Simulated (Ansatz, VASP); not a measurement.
**One calculation of GaF, two programs**

File INCAR:

```
PREC = Accurate
ENCUT = 520
EDIFF = 1E-7
ISMEAR = -1
SIGMA = 0.05
LREAL = F
LASPH = T
NELM = 100
ALGO = Normal
ISIF = 2
LWAVE = F
LCHARG = F
GGA = PE
NBANDS = 17
```

Contents of KPOINTS:

```
regular mesh
0
Gamma
  9 9 9
```

POSCAR

```
GaF
1.0
    0.0000000000      2.5769602800      2.5769602800
    2.5769602800      0.0000000000      2.5769602800
    2.5769602800      2.5769602800      0.0000000000
Ga F
1 1
Direct
    0.2500000000      0.2500000000      0.2500000000
    0.0000000000      0.0000000000      0.0000000000
```

File input.yaml:

```yaml
crystal:
  lattice:
    - [0.0, 2.57696028, 2.57696028]
    - [2.57696028, 0.0, 2.57696028]
    - [2.57696028, 2.57696028, 0.0]
  atoms:
    - { symbol: Ga, position: [0.25, 0.25, 0.25] }
    - { symbol: F, position: [0.0, 0.0, 0.0] }
hamiltonian:
  xc: pbe
  pseudopotentials: { kind: paw }
kpoints:
  mp_grid: { grid: [9, 9, 9] }
scf:
  occupations: { method: fermi_dirac, width: 0.05 }
output:
  forces: true
  stress: true
  eigenvalues: true
  write_density: true
  write_potential: true
  elf: true
  volumetric_format: npy
```

The cell was built by a generator and needn't be a form met in nature.

Alike in both runs: task single point; functional PBE; k mesh 9 × 9 × 9; occupations fermi-dirac, width 0.05 eV; no spin polarisation.

|  | VASP | Ansatz |
| --- | --- | --- |
| version | VASP 6.6.1 | Ansatz 0.2.0 |
| potentials or method | VASP PAW PBE potentials, release 64 (Ga_d, F) | Ansatz PAW |
| plane-wave cutoff (eV) | 520 | 420 |
| valence electrons in the cell | 20 | 20 |

```csv
,VASP,Ansatz,Ansatz less VASP
gap on the k mesh at the Fermi level (eV),1.01,1.01,+0.004
least direct gap on the mesh (eV),1.01,1.01,+0.004
pressure (GPa),14.5,14.5,-0.04
```

Caveats: an odd mesh through Γ misses points on the zone boundary, where band edges often lie (VASP); odd divisions of the mesh miss points on the zone boundary, where band edges often lie, so the gap on the mesh can be too wide (Ansatz); the pressure holds a Pulay correction of +0.4 GPa for the finite cutoff (Ansatz).
